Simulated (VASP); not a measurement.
Here is a VASP 6.6.1 calculation.

File INCAR:

```
PREC = Accurate ; ENCUT = 520
EDIFF = 1E-7 ; ISMEAR = 0
SIGMA = 0.05 ; LREAL = False
LASPH = True ; NELM = 150
ALGO = Normal ; ISIF = 2
LWAVE = False ; LCHARG = False
ISPIN = 2 ; MAGMOM = 4 0
LORBIT = 11 ; LMAXMIX = 6
LDAU = True ; LDAUTYPE = 2
LDAUL = 3 -1 ; LDAUU = 6 0
LDAUJ = 0 0 ; LDAUPRINT = 1
GGA = CA
```

The input KPOINTS:

```
regular mesh
0
Gamma
  6 6 6
```

Contents of POSCAR:

```
PmS
1.0
    0.0000000000      2.8386760400      2.8386760400
    2.8386760400      0.0000000000      2.8386760400
    2.8386760400      2.8386760400      0.0000000000
Pm S
1 1
Direct
    0.5000000000      0.5000000000      0.5000000000
    0.0000000000      0.0000000000      0.0000000000
```

Potentials or basis: VASP PAW PBE potentials, release 64 (Pm, S).

Launch:

```sh
$ cat potpaw_PBE.64/Pm/POTCAR potpaw_PBE.64/S/POTCAR > POTCAR
$ mpirun -np 1 vasp_std > vasp.out
```

(1) Predict the site moments.

(2) What does it give for the pressure?

(3) Predict the band gap on the k mesh.

Results:

(1) Pm +4.46; S -0.06 μB.

(2) -0.2 GPa.

(3) none (metal or under the smearing width).

Caveat: the magnetic or orbital state may not be the lowest; the PAW data sets were made with another functional, which shifts forces and pressure a little; spin-orbit coupling is left out, which moves the levels of the heavy elements.
